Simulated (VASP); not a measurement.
Given:

```yaml
crystal:
  lattice:
    - [0.00000, 2.38803, 2.38803]
    - [2.38803, 0.00000, 2.38803]
    - [2.38803, 2.38803, 0.00000]
  atoms:
    - { symbol: Ca, position: [0.00000, 0.00000, 0.00000] }
    - { symbol: O, position: [0.50000, 0.50000, 0.50000] }
```

The numbers are results of PBEsol GGA, VASP's PBE PAW potentials (set 64) (plane waves; VASP), not measurements. Numerical set-up: 520 eV cut-off, 10×10×10 Γ-centred mesh, Gaussian smearing of 0.050 eV, potentials Ca_sv O.

Question: The job: CaO (rock salt), 2 atoms, PBEsol, static run, 520 eV, 10×10×10 Γ-centred mesh. Roughly how much core time does it take on a busy server core?

Answer: About 10 core-seconds (one run on a shared machine, a rough figure). It had 47 irreducible k-points, 12 bands, up to 754 plane waves and 14 electronic steps.

The compound is CaO in the rock salt structure. It was relaxed first.
